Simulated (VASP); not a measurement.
```yaml
crystal:
  lattice:
    - [1.68819, -2.92403, 0.00000]
    - [1.68819, 2.92403, 0.00000]
    - [0.00000, 0.00000, 5.74807]
  atoms:
    - { symbol: Ti, position: [0.00000, 0.00000, 0.00000] }
    - { symbol: S, position: [0.33333, 0.66667, 0.24858] }
    - { symbol: S, position: [0.66667, 0.33333, 0.75142] }
```

Computed with PBE GGA, VASP's PBE PAW potentials (set 64) (plane waves; VASP). Numerical set-up: 480 eV cut-off, 10×10×6 Γ-centred mesh, first-order Methfessel-Paxton smearing of 0.10 eV, potentials Ti_sv S.

Without a dispersion term in the relaxation, distances and binding between the weakly bound layers, chains or molecules are unreliable, and so is what depends on them.

Predict the energy per atom (σ→0), pressure, band gap (on the k-mesh) with the smallest direct gap where there is one.

```yaml
band gap (on the k-mesh): none (metal, semimetal or under 0.01 eV)
energy per atom (σ→0): -6.642 eV/atom
pressure: 1.99 GPa
```

The absolute energy has meaning only against runs of the same code, potentials and settings.

The compound is TiS2 in the 1T layered structure. It was relaxed first under an external pressure of 2 GPa.
